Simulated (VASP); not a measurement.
Input of a VASP 6.6.1 run:

The input INCAR:

```
PREC     = Accurate       # precision mode
ENCUT    = 600            # plane-wave cutoff, eV
EDIFF    = 1E-7           # SCF threshold, eV
ISMEAR   = 0              # smearing method
SIGMA    = 0.1            # smearing width, eV
LREAL    = F              # projectors in reciprocal space
LASPH    = T              # aspherical terms in the spheres
NELM     = 100            # most SCF steps
ALGO     = Fast           # electronic algorithm
ISIF     = 3              # what is computed and relaxed
LWAVE    = F              # write WAVECAR
LCHARG   = F              # write CHGCAR
GGA      = PE             # functional
IBRION   = 2              # ionic algorithm
NSW      = 90             # ionic steps
EDIFFG   = -0.04          # ionic threshold
```

Contents of KPOINTS:

```
Automatic mesh
0
Gamma
  4 4 4
```

The input POSCAR:

```
Zn4Ga
1.0
   -2.6894618300      2.6894618300      2.6894618300
    2.6894618300     -2.6894618300      2.6894618300
    2.6894618300      2.6894618300     -2.6894618300
Zn Ga
4 1
Direct
    0.0000000000      0.0000000000      0.5000000000
    0.5000000000      0.0000000000      0.0000000000
    0.0000000000      0.5000000000      0.0000000000
    0.5000000000      0.5000000000      0.5000000000
    0.0000000000      0.0000000000      0.0000000000
```

Potentials or basis: VASP PAW PBE potentials, release 64 (Zn, Ga_d).

Launch:

```sh
$ cat potpaw_PBE.64/Zn/POTCAR potpaw_PBE.64/Ga_d/POTCAR > POTCAR
$ mpirun -np 1 vasp_std > vasp.out
```

Q: Predict the space group after relaxing (to 0.05 Å).

A: Im-3m (No. 229).

Q: Estimate the band gap on the k mesh.

A: None (metal or under the smearing width).

Q: Predict the relaxed cell.

A: a = 5.036 Å, b = 5.036 Å, c = 5.036 Å, α = 109.47°, β = 109.47°, γ = 109.47°.

Step by step:
```
step  energy change (eV)  largest force (eV/Å)  pressure (GPa)  volume (Å³)
   1              0.0000                0.0000           19.83        77.81
   2             -1.0094                0.0000           -1.25       101.59
   3             -1.0198                0.0000            0.27        98.32
```

Caveat: the k mesh is coarse (spacing up to 0.41 Å⁻¹), so the values aren't converged; the volume moved by over 15 % at a fixed basis, so the end points are rough.
